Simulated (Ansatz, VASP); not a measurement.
# Cross-check of Fe (Fe(111)) between VASP and Ansatz

One calculation is typed for both programs; each brings its own data sets and cutoff. How far apart do they land?

Main program and level: Ansatz 0.2.0; plane waves, with VASP 6.6.1 beside it; single point at PBEsol.

### Step 1. The structure

The cell holds 11 atoms: 11 Fe. Its edges and angles: a = 3.945 Å, b = 3.945 Å, c = 23.052 Å, α = 90.0°, β = 90.0°, γ = 60.0°. It derives from Fe. As first built, before any earlier steps moved the atoms (in the runner's words): 11 layers of bcc Fe, cut at this functional's lattice. Vacuum lies along c.

### Step 2. Ansatz: single point, PBEsol

Ansatz runs on its default PAW (the set named soft_2) files.

With cell and atoms fixed, the geometry can't cause a difference; cores, projectors, grids and the points listed under the comparison can.

input.yaml reads:

```yaml
crystal:
  lattice:
    - [3.944787827, 0.0, 0.0]
    - [1.9723939135, 3.4162864707, 0.0]
    - [0.0, 0.0, 23.052264433]
  atoms:
    - { symbol: Fe, position: [0.66666667, 0.66666667, 0.3305454687], spin: 3.0 }
    - { symbol: Fe, position: [0.0, 0.0, 0.363112177], spin: 3.0 }
    - { symbol: Fe, position: [0.33333333, 0.33333333, 0.3921901704], spin: 3.0 }
    - { symbol: Fe, position: [0.66666667, 0.66666667, 0.4303050424], spin: 3.0 }
    - { symbol: Fe, position: [0.0, 0.0, 0.4652639535], spin: 3.0 }
    - { symbol: Fe, position: [0.33333333, 0.33333333, 0.5], spin: 3.0 }
    - { symbol: Fe, position: [0.66666667, 0.66666667, 0.5347360465], spin: 3.0 }
    - { symbol: Fe, position: [0.0, 0.0, 0.5696949576], spin: 3.0 }
    - { symbol: Fe, position: [0.33333333, 0.33333333, 0.6078098296], spin: 3.0 }
    - { symbol: Fe, position: [0.66666667, 0.66666667, 0.636887823], spin: 3.0 }
    - { symbol: Fe, position: [0.0, 0.0, 0.6694545313], spin: 3.0 }
hamiltonian:
  xc: pbesol
  pseudopotentials: { kind: paw }
magnetization:
  spin_polarized: true
kpoints:
  mp_grid: { grid: [9, 9, 1] }
scf:
  occupations: { method: methfessel_paxton, width: 0.15 }
  n_extra_bands: 24
efield:
  axis: 3
  dipole_correction: true
  ramp_width: 0.04
output:
  forces: true
  eigenvalues: true
```

On the command line:

```bash
$ ansatz run input.yaml --threads 4 --pin off --max-ram 9216MiB --backend cpu --events-out ev --progress --plain --runs-dir out
```

Numbers of over 12 decimals in the logs are rounded to 6 here.

Output:

```text
Warning: the band count 112 (scf.n_extra_bands) hosts the net moment |M| = 33.0000 μB (N_el = 176) but caps the reachable moment at 2·n_bands − N_el = 48.0000 μB, below the 126 bands that the automatic rule leaves for it — a moment growing past the seed, or the majority channel's smearing tail, pins there with fewer empty majority states than that count leaves; raise or omit scf.n_extra_bands unless the cap is intended
scf.n_extra_bands = 24 over 88 filled bands (N_el = 176.0): the run solves 112 bands
Engine: ansatz 0.2.0, x86_64-unknown-linux-gnu
Pseudopotentials: kind: paw
Pseudopotential: Fe, paw, valence charge 16, recommended cutoff 420 eV (normal), Fe.paw.azcp
Functional definition: PBEsol
  exchange = pbesol_x
  correlation = pbesol_c
Crystal: 11 atoms, lattice volume = 310.664 Å³
Basis set: ecut = 420 eV, 6113 PW (Γ), exchange–correlation on 54×54×320 points (8 copies of the dense FFT grid, shifted against one another)
Bands: 112, of which v1, the nominal top of the filled ones, is band 88 counted from 1 (87 counted from 0)
Symmetry: 6 space group operations
k-points: 12 of 81 (time reversal used)
Non-local potential: Fe, projectors of the file, l = 0: 3, l = 1: 2, l = 2: 3, l = 3: 1
PAW form: soft (Blöchl's): semilocal exchange-correlation on the pseudo side does not see the compensation charge
PAW frozen core: Fe, regenerated for the run's functional, and the local potential with it (the file was generated under x = pbe(κ = 0.804, μ = 0.219515), c = pbe(β = 0.066725))
PAW one-centre angular grid: Fe, 590 points (default); XC on 64 Gauss nodes
Initial density: superposition of atomic densities (neutral atoms: chi_scale 0, normalization atom)
Starting moments: Σ|m| = 33 μB on 11 of 11 sites
Initial wavefunctions: pseudopotential atomic-orbital guess
Functional: x = pbesol(κ = 0.804, μ = 0.123457), c = pbesol(β = 0.046)
SCF iter   1: F=—  HF=-48931.747790 eV  |F-HF|=—  |Δ(HF+E_count)|=         —  Δρ=6.88e-2 (↑6.88e-2 ↓4.02e-2)  dr2=3.10e1  dr2_m=5.76e0  M=24.629 μB ∫|m|=24.903 μB  β_m=1.00  ethr=3.10e-3  p=0.000 e·Å  D=1.26e-13 V/Å  ΔV_dip=-0.00 eV  dr2_dipole=2.37e-7  V_vac-E_F(+/−)=7.65/7.65 eV  ⟨swp⟩=8.1  Hψ=13910  notcnv=0
Mixer restart at iter 1: flushing history
efield: sawtooth ramp at fractional position 0.9800 (placed from the atoms, in the widest stretch of the axis that holds none; the zero of the levels goes with the place), width 0.0400; the density the first Hamiltonian is built on has a dipole p = 0.000 e·Å; the dipole correction subtracts the counter field D = 1.26e-13 V/Å, which shifts the + side's vacuum level by -0.00 eV against the − side's; the planar-averaged density in the ramp window peaks in size at 1.8e-5 e/Å³
preconditioner: auto → LDOS  [metal: Δε(μ)=0.016 eV  Ē_g=5.067 eV  σ=0.150 eV  W_gap=0.06  n_scr=96 (ndim 8)  ℏωp=19.8 eV  f_vac=0.540  D(μ)=11.84/eV (n_scr^D=96)]
spin=Collinear: LDOS preconditioning applied to the charge; magnetization (m = ρ↑ − ρ↓) channel mixes plain (no charge-response kernel on spin).
SCF iter   2: F=—  HF=-48925.205511 eV  |F-HF|=—  |Δ(HF+E_count)|=    6.54e0  Δρ=1.19e-2 (↑1.19e-2 ↓1.05e-2)  dr2=3.35e0  dr2_m=1.38e-1  M=23.995 μB ∫|m|=24.776 μB  β_m=0.32  ethr=3.10e-3  p=-0.000 e·Å  D=-1.67e-5 V/Å  ΔV_dip=0.00 eV  dr2_dipole=2.91e-7  V_vac-E_F(+/−)=5.79/5.79 eV  ⟨swp⟩=3.1  Hψ=6243  notcnv=0  defer=76
density mixer auto → msr1: a metal under ldos (density of states about μ 2.89 of a free-electron gas's, 96 screened modes)
SCF iter   3: F=—  HF=-48928.121665 eV  |F-HF|=—  |Δ(HF+E_count)|=    2.92e0  Δρ=8.60e-3 (↑8.60e-3 ↓7.76e-3)  dr2=4.08e-1  dr2_m=1.40e-1  M=23.686 μB ∫|m|=24.559 μB  β_m=0.50  ethr=1.90e-3  p=-0.000 e·Å  D=-2.07e-5 V/Å  ΔV_dip=0.00 eV  dr2_dipole=1.13e-7  V_vac-E_F(+/−)=5.04/5.04 eV  ⟨swp⟩=2.5  Hψ=4351  notcnv=0  defer=75
SCF iter   4: F=—  HF=-48931.185607 eV  |F-HF|=—  |Δ(HF+E_count)|=    3.06e0  Δρ=1.04e-2 (↑1.04e-2 ↓6.15e-3)  dr2=1.84e-1  dr2_m=1.67e-1  M=24.273 μB ∫|m|=25.147 μB  β_m=0.53  ethr=2.32e-4  p=-0.000 e·Å  D=-1.30e-5 V/Å  ΔV_dip=0.00 eV  dr2_dipole=4.23e-8  V_vac-E_F(+/−)=4.38/4.38 eV  ⟨swp⟩=3.2  Hψ=6000  notcnv=0  defer=75
SCF iter   5: F=—  HF=-48931.746495 eV  |F-HF|=—  |Δ(HF+E_count)|=   5.61e-1  Δρ=5.04e-3 (↑5.04e-3 ↓2.39e-3)  dr2=4.59e-2  dr2_m=3.46e-2  M=24.733 μB ∫|m|=25.546 μB  β_m=0.76  ethr=1.05e-4  p=-0.000 e·Å  D=-6.90e-6 V/Å  ΔV_dip=0.00 eV  dr2_dipole=7.87e-12  V_vac-E_F(+/−)=4.39/4.39 eV  ⟨swp⟩=2.2  Hψ=5066  notcnv=0  defer=79
SCF iter   6: F=—  HF=-48931.893034 eV  |F-HF|=—  |Δ(HF+E_count)|=   1.47e-1  Δρ=4.15e-3 (↑4.15e-3 ↓1.50e-3)  dr2=5.30e-2  dr2_m=1.24e-2  M=24.890 μB ∫|m|=25.717 μB  β_m=0.75  ethr=2.61e-5  p=-0.000 e·Å  D=-6.78e-6 V/Å  ΔV_dip=0.00 eV  dr2_dipole=8.00e-8  V_vac-E_F(+/−)=4.28/4.28 eV  ⟨swp⟩=3.4  Hψ=5894  notcnv=0  defer=74
SCF iter   7: F=—  HF=-48931.903216 eV  |F-HF|=—  |Δ(HF+E_count)|=   1.02e-2  Δρ=1.85e-3 (↑1.85e-3 ↓6.93e-4)  dr2=1.24e-2  dr2_m=3.28e-3  M=24.960 μB ∫|m|=25.798 μB  β_m=0.66  ethr=2.61e-5  p=-0.000 e·Å  D=-3.11e-6 V/Å  ΔV_dip=0.00 eV  dr2_dipole=4.37e-8  V_vac-E_F(+/−)=4.21/4.21 eV  ⟨swp⟩=2.0  Hψ=4746  notcnv=0  defer=74
[...]
SCF iter  13: F=—  HF=-48931.823993 eV  |F-HF|=—  |Δ(HF+E_count)|=   1.41e-5  S|Δr|=    0.00e0  Δρ=4.10e-4 (↑4.10e-4 ↓3.42e-4)  dr2=1.33e-3  dr2_m=3.48e-5  M=25.087 μB ∫|m|=25.934 μB  β_m=0.65  ethr=7.94e-8  p=0.000 e·Å  D=5.72e-6 V/Å  ΔV_dip=-0.00 eV  dr2_dipole=1.35e-6  V_vac-E_F(+/−)=4.10/4.10 eV  ⟨swp⟩=3.0  Hψ=5805  notcnv=0  defer=79
SCF iter  14: F=—  HF=-48931.823891 eV  |F-HF|=—  |Δ(HF+E_count)|=   1.02e-4  S|Δr|=    0.00e0  Δρ=2.59e-4 (↑2.59e-4 ↓2.34e-4)  dr2=7.20e-4  dr2_m=4.66e-6  M=25.089 μB ∫|m|=25.936 μB  β_m=0.51  ethr=7.94e-8  p=0.000 e·Å  D=9.60e-7 V/Å  ΔV_dip=-0.00 eV  dr2_dipole=6.53e-8  V_vac-E_F(+/−)=4.10/4.10 eV  ⟨swp⟩=2.3  Hψ=4745  notcnv=0  defer=79
SCF iter  15: F=—  HF=-48931.823843 eV  |F-HF|=—  |Δ(HF+E_count)|=   4.78e-5  S|Δr|=    0.00e0  Δρ=9.78e-5 (↑9.78e-5 ↓8.00e-5)  dr2=8.04e-5  dr2_m=3.21e-6  M=25.094 μB ∫|m|=25.941 μB  β_m=0.42  ethr=7.94e-8  p=0.000 e·Å  D=1.03e-6 V/Å  ΔV_dip=-0.00 eV  dr2_dipole=5.50e-8  V_vac-E_F(+/−)=4.10/4.10 eV  ⟨swp⟩=2.7  Hψ=4811  notcnv=0  defer=79
SCF iter  16: F=—  HF=-48931.823837 eV  |F-HF|=—  |Δ(HF+E_count)|=   5.47e-6  S|Δr|=    0.00e0  Δρ=2.66e-5 (↑2.66e-5 ↓2.65e-5)  dr2=1.35e-6  dr2_m=1.42e-6  M=25.094 μB ∫|m|=25.942 μB  β_m=0.52  ethr=4.57e-8  p=0.000 e·Å  D=1.66e-7 V/Å  ΔV_dip=-0.00 eV  dr2_dipole=6.76e-10  V_vac-E_F(+/−)=4.10/4.10 eV  ⟨swp⟩=2.1  Hψ=3700  notcnv=0  defer=78
SCF iter  17: F=—  HF=-48931.823841 eV  |F-HF|=—  |Δ(HF+E_count)|=   3.30e-6  S|Δr|=    0.00e0  Δρ=1.73e-5 (↑1.73e-5 ↓1.71e-5)  dr2=1.65e-6  dr2_m=5.89e-7  M=25.092 μB ∫|m|=25.940 μB  β_m=0.69  ethr=7.65e-10  p=-0.000 e·Å  D=-2.28e-7 V/Å  ΔV_dip=0.00 eV  dr2_dipole=3.37e-9  V_vac-E_F(+/−)=4.10/4.10 eV  ⟨swp⟩=2.9  Hψ=5286  notcnv=0  defer=78
SCF iter  18: F=—  HF=-48931.823841 eV  |F-HF|=—  |Δ(HF+E_count)|=   8.66e-7  S|Δr|=    0.00e0  Δρ=1.37e-5 (↑1.04e-5 ↓1.37e-5)  dr2=1.11e-6  dr2_m=1.39e-7  M=25.091 μB ∫|m|=25.939 μB  β_m=0.65  ethr=7.65e-10  p=0.000 e·Å  D=5.22e-7 V/Å  ΔV_dip=-0.00 eV  dr2_dipole=1.03e-8  V_vac-E_F(+/−)=4.10/4.10 eV  ⟨swp⟩=2.1  Hψ=3719  notcnv=0  defer=78
SCF iter  19: F=—  HF=-48931.823841 eV  |F-HF|=—  |Δ(HF+E_count)|=   1.32e-7  S|Δr|=    0.00e0  Δρ=4.97e-6 (↑4.97e-6 ↓4.51e-6)  dr2=1.43e-7  dr2_m=3.50e-8  M=25.091 μB ∫|m|=25.939 μB  β_m=0.65  ethr=6.28e-10  p=-0.000 e·Å  D=-5.36e-7 V/Å  ΔV_dip=0.00 eV  dr2_dipole=8.30e-9  V_vac-E_F(+/−)=4.10/4.10 eV  ⟨swp⟩=2.0  Hψ=3618  notcnv=0  defer=78
SCF iter  20: F=-48931.823841 eV  HF=-48931.823841 eV  |F-HF|=1.48e-8  |Δ(HF+E_count)|=   7.02e-8  S|Δr|=    0.00e0  Δρ=3.47e-6 (↑2.62e-6 ↓3.47e-6)  dr2=5.30e-8  dr2_m=1.51e-8  M=25.091 μB ∫|m|=25.939 μB  ethr=5.68e-11  p=0.000 e·Å  D=2.69e-7 V/Å  ΔV_dip=-0.00 eV  dr2_dipole=2.60e-9  V_vac-E_F(+/−)=4.10/4.10 eV  ⟨swp⟩=13.0  Hψ=12846  notcnv=0
SCF 1 converged in 20 iterations: F = -48931.823841 eV  dr2 = 5.30e-8
  greatest PAW one-centre occupation: 1.003 electrons in one spin orbital (limit 2), on the Fe atom at site 10 (counted from 0), in its partial waves of l = 1
this state was not tested for a lower state beside it, because cold or Methfessel-Paxton smearing, or corrected tetrahedra, fill the levels in a way that the test cannot read (fill_not_monotonic; see scf.lower_state_search)
SCF converged after 20 iterations
Magnetization: 25.0914 μB (100.5457 up, 75.4543 down)
Absolute magnetization: 25.9409 μB (∫|ρ↑−ρ↓|, with the PAW one-centre terms)
Spin contamination: 0.3507 ħ² per cell (⟨S²⟩ above its minimum at these occupations)
Per-site moments (μB) at R_I (Å): [(2.647166, 0.948620), (2.120782, 0.971367), (2.346688, 0.979324), (2.072118, 0.948620), (2.077662, 0.971367), (2.128670, 0.995853), (2.077657, 0.971367), (2.072108, 0.948620), (2.346677, 0.979324), (2.120770, 0.971367), (2.647165, 0.948620)]
Free energy (F): -48931.823841 eV
Harris-Foulkes:  -48931.823841 eV  (|F-HF|=1.48e-8)
Internal energy: -48931.827859 eV  (E = F + TS)
E sigma→0 (E₀):  -48931.824846 eV
Entropy (-TS):   0.004017 eV (0.365 meV/atom)
Fermi energy:    5.049615 eV
Dipole field:    D = 0.000055 V/Å  (p = 0.000095 e·Å, saw-weighted, corrected)
Work function:   Φ+ = 4.0947 eV   Φ− = 4.0960 eV
Levels:          The Fermi level and band energies are counted from a zero that moves with the ramp; work functions are not
--- Per-component energies (eV) ---
  E_band       = -4692.570295
  E_kinetic    = 3865.544777
  E_local      = -330372.778858  (includes V_loc(G=0)·N_el)
  E_nonlocal   = 2429.399528
  E_hartree    = 162167.431892
  E_xc         = -1284.913297
  E_vxc        = -1661.191898  (∫ρ·V_xc dr)
  E_paw        = -14693.755043  (= ΣΔE_a)
  E_vpaw       = -3288.389337  (= ΣTr[D̂ρ^β])
  E_aug_tail   = 0.009597  (compensation charges beyond the density's cutoff)
  E_efield     = 0.000000  (sawtooth field / dipole correction)
  E_vefield    = 0.000000  (∫n·V_field dr)
  E_ewald      = 128955.262328
  E_core_change = 1.971218  (= ΣΔE_core)
  E_smearing   = 0.004017  (= −TS)
  E_closure    = -0.000000  (closes the sum)
  Σ components = -48931.823841   (vs F -48931.823841, Δ=0.00e0)
--- Forces (eV/Å), atoms counted from 1 ---
  atom   1  Fe    -0.00000000     0.00000000     0.01626740
  atom   2  Fe     0.00000000    -0.00000000     0.01605905
  atom   3  Fe     0.00000000    -0.00000000    -0.03164261
  atom   4  Fe    -0.00000000     0.00000000     0.01112937
  atom   5  Fe    -0.00000000     0.00000000     0.00147719
  atom   6  Fe     0.00000000     0.00000000     0.00001362
  atom   7  Fe     0.00000000    -0.00000000    -0.00146054
  atom   8  Fe     0.00000000    -0.00000000    -0.01114367
  atom   9  Fe    -0.00000000     0.00000000     0.03162752
  atom  10  Fe    -0.00000000     0.00000000    -0.01610291
  atom  11  Fe     0.00000000    -0.00000000    -0.01628546
  max |Σ_I F_I| component: 6.10e-5 eV/Å
--- Band table (eV; the first three rows and the last of 24) ---
  k-point 0 ↑: bands = [... 84 lower, 3.9265, 3.9774, 3.9774, 4.0153, 4.0153, 4.1894, 4.1894, 4.3207, ... 20 higher]
  k-point 1 ↑: bands = [... 84 lower, 3.8879, 3.9425, 4.0043, 4.0232, 4.0782, 4.1826, 4.2086, 4.2664, ... 20 higher]
  k-point 2 ↑: bands = [... 84 lower, 3.8866, 3.9334, 3.9590, 4.0142, 4.0806, 4.1188, 4.1369, 4.1904, ... 20 higher]
  k-point 11 ↓: bands = [... 84 lower, 6.1210, 6.1210, 6.1367, 6.2648, 6.2648, 6.4799, 6.5147, 6.5147, ... 20 higher]
```

The job ended after 27 s (4 threads of INTEL XEON PLATINUM 8581C at 2.30GHz (Emerald Rapids), shared host; peak memory 1.4 GiB).

Reading the cycles: dr2 is the Hartree energy of the density residual (eV), the measure of convergence; HF is the Harris–Foulkes estimate of the energy, which meets the free energy F at convergence.

(Part 1 of 2 ends here.)

[Lines on the potential files, build, host, timing and source positions are cut from VASP's logs without a mark.]

[Logs are printed without paths, hosts, clocks, repeated set-up lines and the standing remarks that a program may print on its own settings, such as how far it seeks lower states.]

[Hosts, paths, dates, database ids (printed as entryN), source tags and the programs' standing remarks are cut or masked in the printed files.]
